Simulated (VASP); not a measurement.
Input:

```xyz
6
Lattice="-2.7563 4.4805 2.7457 2.7563 -4.4805 2.7457 2.7563 4.4805 -2.7457" Properties=species:S:1:pos:R:3 pbc="T T T"
Si     0.0000     0.0000     4.1186
Si     0.0000     0.0000     1.3729
S      1.5693     3.3704     2.7457
S      1.1870     1.1101     0.0000
S      1.5693     5.5906     0.0000
S      1.1870    -1.1101     2.7457
```

Method: LDA (Ceperley-Alder, Perdew-Zunger), VASP's LDA PAW potentials (set 64) (plane waves; VASP). Run with 400 eV cut-off, 7×7×7 Γ-centred mesh, Gaussian smearing of 0.010 eV, potentials Si S.

What does the run give for the energy per atom (σ→0)?

The energy per atom (σ→0) comes out as -554.0 kJ/mol of atoms.

The structure comes from a computed database's SiS2 entry (Ibam); how it stands against other phases isn't given here. It was relaxed first, which changed the volume by -13 %.
